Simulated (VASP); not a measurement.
AlN: transverse stress against strain

AlN (wurtzite, P6_3mc, 10.458 Å³/atom and stress up to 0.12 GPa in the relaxed cell, c along z) under an equal strain ε along x and y, with z held. PBEsol in VASP (plane waves, PAW), 600 eV, 12×12×6 Γ-centred mesh, Gaussian smearing 0.05 eV; ions are relaxed, or left where forces stay under 0.02 eV/Å, within the symmetry of each cell. Stress is positive for a compressed cell.

Here s stands for strain and y for stress zz.

```
strain (%)  stress zz (GPa)
----------  ---------------
-1.50                  3.34
-1.00                  2.12
-0.50                  0.97
0.00                  -0.12
0.50                  -1.18
1.00                  -2.18
1.50                  -3.13
3.00                      ?
```

Task: Fit y against s with a straight line, and predict the withheld value at s = 3.00.

Result: Means: s 0, y -0.026. About the means, the sum of products is -15.080 and the sum of squares of s is 7.0000; the slope is their ratio. Least squares gives y = -0.026 - 2.1543·s. Residuals (row less fit): 0.135, -0.008, -0.081, -0.094, -0.077, 0.000, 0.127; standard error 0.106 (degrees of freedom: 5). The slope gives the elastic constant 2C13 = 215 ± 4 GPa (± standard error of the fit, which holds the terms cut off). At the withheld row, y = -0.026 - 2.1543 × 3.0 = -6.489 GPa. The calculation gives -5.73 GPa, 0.759 GPa above the prediction (8.4 % of the range of y in the table). The row lies outside the fitted rows, so this is an extrapolation. From the scatter of the fitted rows alone, a prediction at this place has a standard error of 0.165 GPa, so the miss is 4.6 times that.

A polynomial of degree 2 through the 12 other runs of the series gives -5.67 there, so most of the miss is curvature that the fit leaves out. Rows are the converged runs of the series near zero and its far end; series whose fitted rows scatter by over a few per cent of the range, as at a crossing or softening among them, aren't shown in this form, nor equations of state whose B0' disagrees with the runs' pressures. Most that stay on the fit to the last digits aren't either.
